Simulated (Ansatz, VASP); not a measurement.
# TiB2: VASP beside Ansatz, part 2 of 2

Aim: how closely do two programs agree when they are given the same cell, functional and k mesh? The cell is taken from a series of runs on this material, whose earlier steps may have relaxed, scaled, displaced or heated it; both programs get it as it stands.

VASP 6.6.1 and Ansatz 0.2.0.

So far: Starting point; Ansatz: zone-centre phonons, PBEsol.

## Step 3: VASP: zone-centre phonons, PBEsol

Level of this step: PBEsol; plane waves and PAW (B, Ti_sv) (VASP).

The same cell, functional, mesh and smearing now go to VASP, with its own data sets.

Lines of VASP's logs that name or quote its potential files are left out, and so is its time.

The input, INCAR:

```
SYSTEM = TiB2
PREC = Accurate
ENCUT = 500
EDIFF = 1E-08
NELM = 120
ISMEAR = 1
SIGMA = 0.2
LREAL = .FALSE.
ALGO = Normal
GGA = PS
NBANDS = 15
LASPH = .TRUE.
LORBIT = 11
LWAVE = .FALSE.
LCHARG = .FALSE.
ISIF = 2
IBRION = 8
GGA_COMPAT = .FALSE.
KPAR = 2
```

The input, POSCAR:

```
TiB2
1.0
    3.0686867489      0.0000000000      0.0000000000
   -1.5343433745      2.6575606808      0.0000000000
    0.0000000000      0.0000000000      3.2634863402
B Ti
2 1
Direct
    0.3333333333      0.6666666667      0.5000000000
    0.6666666667      0.3333333333      0.5000000000
    0.0000000000      0.0000000000      0.0000000000
```

The input, KPOINTS:

```
Automatic mesh
0
Gamma
15 15 16
0 0 0
```

Potentials, in the order of the species: B and Ti_sv (PBE family, release 64).

The run is started by

```sh
mpirun -np 2 vasp_std
```

Numbers of over 12 decimals in the logs are rounded to 6 here.

What it wrote:

```text
[banner, memory and clock lines left out]
running    2 mpi-ranks, on    1 nodes
 distrk:  each k-point on    1 cores,    2 groups
 distr:  one band on    1 cores,    1 groups

 POSCAR found type information on POSCAR B Ti
 POSCAR found :  2 types and       3 ions
|                                                                             |
|               ----> ADVICE to this user running VASP <----                  |
|                                                                             |
|     You enforced a specific xc type in the INCAR file but a different       |
|     [... a line on the potential file left out ...]
|     I HOPE YOU KNOW WHAT YOU ARE DOING!                                     |
|                                                                             |

 LDA part: xc-table for (Slater+PW92), standard interpolation
 POSCAR, INCAR and KPOINTS ok, starting setup
 FFT: planning ... GRIDC
 FFT: planning ... GRID_SOFT
 FFT: planning ... GRID
 WAVECAR not read
 entering main loop
       N       E                     dE             d eps       ncg     rms          rms(c)
DAV:   1     0.120568454765E+03    0.12057E+03   -0.88939E+03  7290   0.132E+03
DAV:   2    -0.229670734364E+02   -0.14354E+03   -0.13895E+03  7738   0.351E+02
DAV:   3    -0.305309876139E+02   -0.75639E+01   -0.74709E+01 10610   0.783E+01
DAV:   4    -0.307253087284E+02   -0.19432E+00   -0.19421E+00  8851   0.113E+01
DAV:   5    -0.307315834740E+02   -0.62747E-02   -0.62743E-02 10895   0.173E+00    0.162E+01
DAV:   6    -0.257456679785E+02    0.49859E+01   -0.21865E+01 10307   0.510E+01    0.366E+00
DAV:   7    -0.257340099556E+02    0.11658E-01   -0.12725E+00  7894   0.130E+01    0.320E+00
DAV:   8    -0.257337027998E+02    0.30716E-03   -0.10948E-01 12289   0.299E+00    0.749E-01
DAV:   9    -0.257290674217E+02    0.46354E-02   -0.47796E-02  9365   0.282E+00    0.233E-01
DAV:  10    -0.257285276134E+02    0.53981E-03   -0.36730E-03  9004   0.750E-01    0.708E-02
DAV:  11    -0.257285635151E+02   -0.35902E-04   -0.30494E-04 10789   0.184E-01    0.526E-02
DAV:  12    -0.257285322649E+02    0.31250E-04   -0.11998E-04  9067   0.139E-01    0.124E-02
DAV:  13    -0.257285321139E+02    0.15103E-06   -0.51524E-06  9784   0.191E-02    0.124E-03
DAV:  14    -0.257285320007E+02    0.11320E-06   -0.24994E-07  9380   0.453E-03    0.437E-04
DAV:  15    -0.257285320308E+02   -0.30092E-07   -0.21777E-08  8411   0.142E-03    0.415E-04
DAV:  16    -0.257285320242E+02    0.65552E-08   -0.25397E-09  4646   0.495E-04
   1 F= -.25728532E+02 E0= -.25728553E+02  d E =0.624436E-04
 Linear response reoptimize wavefunctions to high precision
DAV:   1    -0.257285320321E+02   -0.79235E-08   -0.67430E-10  5929   0.203E-04
DAV:   2    -0.257285320321E+02   -0.14552E-10   -0.11969E-10  4058   0.909E-05
 Linear response DOF=           4
 Linear response progress:
  Degree of freedom:   1/  4
       N       E                     dE             d eps       ncg     rms          rms(c)
RMM:   1    -0.489195908473E-01   -0.48920E-01   -0.24089E-02 70937   0.132E+00
RMM:   2    -0.437123225299E-01    0.52073E-02   -0.29243E-03 58944   0.354E-01    0.155E-01
RMM:   3    -0.436028397320E-01    0.10948E-03   -0.10503E-03 59498   0.178E-01    0.773E-02
RMM:   4    -0.441384135663E-01   -0.53557E-03   -0.73109E-04 59531   0.136E-01    0.896E-03
RMM:   5    -0.441233158480E-01    0.15098E-04   -0.13007E-04 71945   0.516E-02    0.321E-03
RMM:   6    -0.441465769809E-01   -0.23261E-04   -0.30182E-05 75128   0.222E-02    0.128E-03
RMM:   7    -0.441398798978E-01    0.66971E-05   -0.50639E-06 73258   0.901E-03    0.398E-04
RMM:   8    -0.441445643244E-01   -0.46844E-05   -0.98374E-07 75157   0.427E-03    0.210E-04
RMM:   9    -0.441438122170E-01    0.75211E-06   -0.89258E-08 75875   0.205E-03    0.716E-05
RMM:  10    -0.441433923306E-01    0.41989E-06   -0.27708E-07 75634   0.101E-03    0.298E-05
RMM:  11    -0.441435998557E-01   -0.20753E-06   -0.25443E-07 74778   0.514E-04    0.173E-05
RMM:  12    -0.441435908310E-01    0.90247E-08   -0.11156E-07 76284   0.278E-04    0.522E-06
RMM:  13    -0.441435779109E-01    0.12920E-07   -0.67928E-08 78837   0.144E-04    0.375E-06
RMM:  14    -0.441435766887E-01    0.12223E-08   -0.31691E-08 77205   0.809E-05    0.183E-06
 first order change of Fermi-energy   0.66356E-04
 force on displaced ion       1 direction 1 : -17.267  -0.002   0.000
 Linear response progress:
  Degree of freedom:   2/  4
       N       E                     dE             d eps       ncg     rms          rms(c)
RMM:   1    -0.452317951784E-01   -0.45232E-01    0.10637E-02 23799   0.162E+00
RMM:   2    -0.434117197517E-01    0.18201E-02   -0.23792E-03 21786   0.335E-01    0.118E-01
RMM:   3    -0.433968028068E-01    0.14917E-04   -0.95625E-04 22214   0.176E-01    0.577E-02
RMM:   4    -0.438028237277E-01   -0.40602E-03   -0.49793E-04 22669   0.121E-01    0.119E-02
RMM:   5    -0.438401236775E-01   -0.37300E-04   -0.10730E-04 25701   0.515E-02    0.352E-03
RMM:   6    -0.438675846155E-01   -0.27461E-04   -0.20993E-05 26741   0.229E-02    0.139E-03
RMM:   7    -0.438553789704E-01    0.12206E-04   -0.47047E-06 26325   0.103E-02    0.499E-04
RMM:   8    -0.438563633576E-01   -0.98439E-06   -0.11513E-06 27155   0.505E-03    0.187E-04
RMM:   9    -0.438566902281E-01   -0.32687E-06   -0.63939E-07 26913   0.240E-03    0.112E-04
RMM:  10    -0.438566916948E-01   -0.14667E-08   -0.41553E-07 26950   0.122E-03    0.423E-05
RMM:  11    -0.438570131364E-01   -0.32144E-06   -0.31710E-07 27036   0.606E-04    0.948E-06
RMM:  12    -0.438569892695E-01    0.23867E-07   -0.17933E-07 28092   0.320E-04    0.581E-06
RMM:  13    -0.438569975303E-01   -0.82608E-08   -0.12268E-07 27265   0.168E-04    0.557E-06
RMM:  14    -0.438569781635E-01    0.19367E-07   -0.60478E-08 26611   0.939E-05    0.107E-05
RMM:  15    -0.438569760701E-01    0.20935E-08   -0.29955E-08 27712   0.485E-05    0.934E-06
 first order change of Fermi-energy  -0.26647E-03
 force on displaced ion       1 direction 3 :   0.000   0.000  -8.742
 Linear response progress:
  Degree of freedom:   3/  4
       N       E                     dE             d eps       ncg     rms          rms(c)
RMM:   1    -0.702981211055E+00   -0.70298E+00    0.43861E+00 17493   0.136E+02
RMM:   2    -0.667358514900E+00    0.35623E-01   -0.33656E-01 28967   0.514E+00    0.174E-01
RMM:   3    -0.665086588602E+00    0.22719E-02   -0.21734E-02 34078   0.122E+00    0.760E-02
RMM:   4    -0.664709942916E+00    0.37665E-03   -0.13078E-02 38580   0.564E-01    0.206E-02
RMM:   5    -0.665495315664E+00   -0.78537E-03   -0.11346E-03 39572   0.189E-01    0.121E-02
RMM:   6    -0.665860604790E+00   -0.36529E-03   -0.28252E-04 40185   0.821E-02    0.392E-03
RMM:   7    -0.665994914300E+00   -0.13431E-03   -0.65367E-05 40796   0.366E-02    0.144E-03
RMM:   8    -0.666045791102E+00   -0.50877E-04   -0.19117E-05 41257   0.165E-02    0.277E-04
RMM:   9    -0.666057955295E+00   -0.12164E-04   -0.10751E-05 42505   0.847E-03    0.107E-04
RMM:  10    -0.666060348802E+00   -0.23935E-05   -0.75482E-06 42881   0.443E-03    0.101E-04
RMM:  11    -0.666064254424E+00   -0.39056E-05   -0.58404E-06 41230   0.274E-03    0.390E-05
RMM:  12    -0.666066357405E+00   -0.21030E-05   -0.57100E-06 42002   0.183E-03    0.116E-05
RMM:  13    -0.666067956026E+00   -0.15986E-05   -0.40633E-06 41256   0.132E-03    0.286E-05
RMM:  14    -0.666067935643E+00    0.20383E-07   -0.38567E-06 43437   0.987E-04    0.181E-05
[...]
RMM:  34    -0.666067956004E+00   -0.14697E-08   -0.18603E-07 15319   0.892E-05    0.249E-06
RMM:  35    -0.666067958246E+00   -0.22420E-08   -0.16766E-07 14826   0.819E-05    0.311E-06
RMM:  36    -0.666067956991E+00    0.12545E-08   -0.15537E-07 16710   0.752E-05    0.389E-06
RMM:  37    -0.666067958240E+00   -0.12481E-08   -0.14035E-07 14094   0.692E-05    0.434E-06
RMM:  38    -0.666067958495E+00   -0.25579E-09   -0.12874E-07 14447   0.637E-05    0.489E-06
RMM:  39    -0.666067959581E+00   -0.10858E-08   -0.11744E-07 13816   0.588E-05    0.524E-06
RMM:  40    -0.666067959269E+00    0.31247E-09   -0.10973E-07 13711   0.543E-05    0.564E-06
RMM:  41    -0.666067959600E+00   -0.33115E-09   -0.99984E-08 13727   0.503E-05    0.591E-06
 first order change of Fermi-energy   0.39291E-03
 force on displaced ion       3 direction 1 : -12.943  -0.000   0.000
 Linear response progress:
  Degree of freedom:   4/  4
       N       E                     dE             d eps       ncg     rms          rms(c)
RMM:   1    -0.809048778223E+00   -0.80905E+00   -0.32919E+00  7509   0.132E+02
RMM:   2    -0.761283094180E+00    0.47766E-01   -0.31281E-01 11935   0.473E+00    0.188E-01
RMM:   3    -0.760018441507E+00    0.12647E-02   -0.22929E-02 13947   0.116E+00    0.842E-02
RMM:   4    -0.760324132280E+00   -0.30569E-03   -0.16622E-02 15301   0.574E-01    0.272E-02
RMM:   5    -0.761256790694E+00   -0.93266E-03   -0.14207E-03 16216   0.189E-01    0.211E-02
RMM:   6    -0.762491522232E+00   -0.12347E-02   -0.26743E-04 14312   0.930E-02    0.862E-03
RMM:   7    -0.762119659382E+00    0.37186E-03   -0.76453E-05 15404   0.399E-02    0.264E-03
RMM:   8    -0.762211402782E+00   -0.91743E-04   -0.23825E-05 16446   0.184E-02    0.552E-04
RMM:   9    -0.762225825428E+00   -0.14423E-04   -0.11423E-05 17109   0.928E-03    0.210E-04
RMM:  10    -0.762222182963E+00    0.36425E-05   -0.87781E-06 17514   0.520E-03    0.174E-04
RMM:  11    -0.762226063469E+00   -0.38805E-05   -0.76071E-06 16675   0.323E-03    0.882E-05
RMM:  12    -0.762230005332E+00   -0.39419E-05   -0.59127E-06 16567   0.229E-03    0.213E-05
RMM:  13    -0.762232198888E+00   -0.21936E-05   -0.44273E-06 16999   0.168E-03    0.263E-05
RMM:  14    -0.762231514014E+00    0.68487E-06   -0.37881E-06 17162   0.130E-03    0.966E-06
RMM:  15    -0.762231276802E+00    0.23721E-06   -0.33687E-06 17060   0.105E-03    0.244E-05
RMM:  16    -0.762231502010E+00   -0.22521E-06   -0.28095E-06 16685   0.872E-04    0.238E-05
RMM:  17    -0.762231529631E+00   -0.27621E-07   -0.23835E-06 17188   0.737E-04    0.252E-05
RMM:  18    -0.762231690287E+00   -0.16066E-06   -0.21388E-06 15968   0.637E-04    0.250E-05
 first order change of Fermi-energy   0.22363E-02
 force on displaced ion       3 direction 3 :   0.000  -0.000 -12.325
 Linear response finished
```

From OUTCAR (step 3):

```text
ion  position               nearest neighbor table
   1  0.333  0.667  0.500-   2 1.77   2 1.77   2 1.77   3 2.41   3 2.41   3 2.41   3 2.41   3 2.41
                             3 2.41
   2  0.667  0.333  0.500-   1 1.77   1 1.77   1 1.77   3 2.41   3 2.41   3 2.41   3 2.41   3 2.41
                             3 2.41
   3  0.000  0.000  0.000-   1 2.41   2 2.41   1 2.41   2 2.41   2 2.41   2 2.41   1 2.41   1 2.41
                             2 2.41   2 2.41   1 2.41   1 2.41

  LATTYP: Found a hexagonal cell.
 ALAT       =     3.0686867489
 C/A-ratio  =     1.0634797903

 Subroutine GETGRP returns: Found 24 space group operations
 (whereof 24 operations were pure point group operations)

The static configuration has the point symmetry D_6h.

 Found    243 irreducible k-points:

   k-points           NKPTS =    243   k-points in BZ     NKDIM =    243   number of bands    NBANDS=     15

   dimension x,y,z NGX =    24 NGY =   24 NGZ =   24
   dimension x,y,z NGXF=    48 NGYF=   48 NGZF=   48

   ENCUT  =  500.0 eV  36.75 Ry    6.06 a.u.   5.59  5.59  5.95*2*pi/ulx,y,z

   NELECT =      18.0000    total number of electrons

 k-points in reciprocal lattice and weights: Automatic mesh
   0.00000000  0.00000000  0.00000000       0.000
   0.06666667  0.00000000  0.00000000       0.002
   0.13333333 -0.00000000  0.00000000       0.002
   0.20000000  0.00000000  0.00000000       0.002
   0.26666667 -0.00000000  0.00000000       0.002
   0.33333333 -0.00000000  0.00000000       0.002
   0.40000000  0.00000000  0.00000000       0.002
   0.46666667 -0.00000000  0.00000000       0.002
   0.06666667  0.06666667  0.00000000       0.002
[...]
0.33333333  0.26666667  0.50000000       0.003
   0.33333333  0.33333333  0.50000000       0.001

 average (electrostatic) potential at core
       1 -22.8972       2 -22.8972       3 -71.2466

  Total       -2.2141583     -2.2141583     -2.2278469      0.0000000     -0.0000000      0.0000000
  in kB     -133.2912696   -133.2912696   -134.1153183      0.0000000     -0.0000000      0.0000000
  external PRESSURE =    -133.5659525 kB  Pullay stress =       0.0000000 kB

  energy-cutoff  :      500.00
  volume of cell :       26.61
      direct lattice vectors                 reciprocal lattice vectors
     3.068686749  0.000000000  0.000000000     0.325872297  0.188142458  0.000000000
    -1.534343374  2.657560681  0.000000000     0.000000000  0.376284917  0.000000000
     0.000000000  0.000000000  3.263486340     0.000000000  0.000000000  0.306420771

 POSITION                                       TOTAL-FORCE (eV/Angst)
 -----------------------------------------------------------------------------------
     -0.00000      1.77171      1.63174         0.000000     -0.000000      0.000000
      1.53434      0.88585      1.63174        -0.000000      0.000000     -0.000000
      0.00000      0.00000      0.00000        -0.000000      0.000000     -0.000000
 -----------------------------------------------------------------------------------
    total drift:                               -0.000000      0.000000      0.000000

 Eigenvectors and eigenvalues of the dynamical matrix
 ----------------------------------------------------

   1 f  =   25.190861 THz   158.278851 2PiTHz  840.276692 cm-1   104.180985 meV
             X         Y         Z           dx          dy          dz
     -0.000000  1.771707  1.631743    -0.519927    0.479245   -0.000000
      1.534343  0.885854  1.631743     0.519927   -0.479245    0.000000
      0.000000  0.000000  0.000000    -0.000000   -0.000000    0.000000

   2 f  =   25.190861 THz   158.278851 2PiTHz  840.276692 cm-1   104.180985 meV
             X         Y         Z           dx          dy          dz
     -0.000000  1.771707  1.631743     0.479245    0.519927    0.000000
      1.534343  0.885854  1.631743    -0.479245   -0.519927   -0.000000
      0.000000  0.000000  0.000000    -0.000000   -0.000000    0.000000

   3 f  =   16.011961 THz   100.606118 2PiTHz  534.101526 cm-1    66.220120 meV
             X         Y         Z           dx          dy          dz
     -0.000000  1.771707  1.631743    -0.000000   -0.000000   -0.707107
      1.534343  0.885854  1.631743    -0.000000    0.000000    0.707107
      0.000000  0.000000  0.000000     0.000000   -0.000000    0.000000

   4 f  =   14.566922 THz    91.526668 2PiTHz  485.900202 cm-1    60.243920 meV
             X         Y         Z           dx          dy          dz
     -0.000000  1.771707  1.631743     0.431463   -0.397700    0.000000
      1.534343  0.885854  1.631743     0.431463   -0.397700    0.000000
      0.000000  0.000000  0.000000    -0.410283    0.378177   -0.000000

   5 f  =   14.566922 THz    91.526668 2PiTHz  485.900202 cm-1    60.243920 meV
             X         Y         Z           dx          dy          dz
     -0.000000  1.771707  1.631743     0.397700    0.431463   -0.000000
      1.534343  0.885854  1.631743     0.397700    0.431463   -0.000000
      0.000000  0.000000  0.000000    -0.378177   -0.410283    0.000000

   6 f  =   14.204302 THz    89.248261 2PiTHz  473.804509 cm-1    58.744246 meV
             X         Y         Z           dx          dy          dz
     -0.000000  1.771707  1.631743     0.000000    0.000000    0.586596
      1.534343  0.885854  1.631743     0.000000    0.000000    0.586596
      0.000000  0.000000  0.000000    -0.000000   -0.000000   -0.558401

   7 f/i=    0.003942 THz     0.024771 2PiTHz    0.131503 cm-1     0.016304 meV
             X         Y         Z           dx          dy          dz
     -0.000000  1.771707  1.631743    -0.134743   -0.370836   -0.000000
      1.534343  0.885854  1.631743    -0.134743   -0.370836   -0.000000
      0.000000  0.000000  0.000000    -0.283398   -0.779959   -0.000000

   8 f/i=    0.003942 THz     0.024771 2PiTHz    0.131503 cm-1     0.016304 meV
             X         Y         Z           dx          dy          dz
     -0.000000  1.771707  1.631743     0.370836   -0.134743   -0.000000
      1.534343  0.885854  1.631743     0.370836   -0.134743   -0.000000
      0.000000  0.000000  0.000000     0.779959   -0.283398   -0.000000

   9 f/i=    0.010926 THz     0.068651 2PiTHz    0.364456 cm-1     0.045187 meV
             X         Y         Z           dx          dy          dz
     -0.000000  1.771707  1.631743     0.000000   -0.000000    0.394849
      1.534343  0.885854  1.631743     0.000000   -0.000000    0.394849
      0.000000  0.000000  0.000000     0.000000   -0.000000    0.829571

 ELASTIC MODULI CONTR FROM IONIC RELAXATION (kBar)
 Direction    XX          YY          ZZ          XY          YZ          ZX
 --------------------------------------------------------------------------------
 XX         -34.1079     34.1079      0.0000      0.0000      0.0000      0.0000
 YY          34.1079    -34.1079     -0.0000      0.0000     -0.0000     -0.0000
 ZZ           0.0000     -0.0000     -0.0000     -0.0000     -0.0000     -0.0000
 XY           0.0000      0.0000     -0.0000    -34.1079     -0.0000     -0.0000
 YZ           0.0000     -0.0000     -0.0000     -0.0000     -0.0000     -0.0000
 ZX           0.0000     -0.0000     -0.0000     -0.0000     -0.0000     -0.0000
 --------------------------------------------------------------------------------
```

## Step 4: Comparison

Known differences besides the potentials themselves: the cutoff is 420 eV in Ansatz and 500 eV in VASP; Ansatz makes its cores anew for this functional, VASP keeps those of its PBE data sets. Total energies have different zeros and are not compared.

The two programs side by side:

| quantity | Ansatz | VASP | difference |
| --- | --- | --- | --- |
| optical mode 1 (cm⁻¹) | 472.3 | 473.8 | -0.32 % |
| optical mode 2 to 3 (cm⁻¹) | 485.7 | 485.9 | -0.03 % |
| optical mode 4 (cm⁻¹) | 533.1 | 534.1 | -0.19 % |
| optical mode 5 to 6 (cm⁻¹) | 836.7 | 840.3 | -0.42 % |

Modes are paired by rising frequency, not by their patterns, so a pair may set unlike modes beside each other; they are those without the splitting of longitudinal modes.

## Step 5: Results

* r.m.s. difference of the optical zone-centre modes, each program's sorted by frequency (zone-centre phonons, PBEsol): 2.2 cm⁻¹

The r.m.s. difference of the optical zone-centre modes, each program's sorted by frequency is 2.2 cm⁻¹ (zone-centre phonons, PBEsol). How closely two codes agree says nothing of how well the functional describes the real material.

[Lines on the potential files, build, host, timing and source positions are cut from VASP's logs without a mark.]

[Logs are printed without paths, hosts, clocks, repeated set-up lines and the standing remarks that a program may print on its own settings, such as how far it seeks lower states.]

[Hosts, paths, dates, database ids (printed as entryN), source tags and the programs' standing remarks are cut or masked in the printed files.]
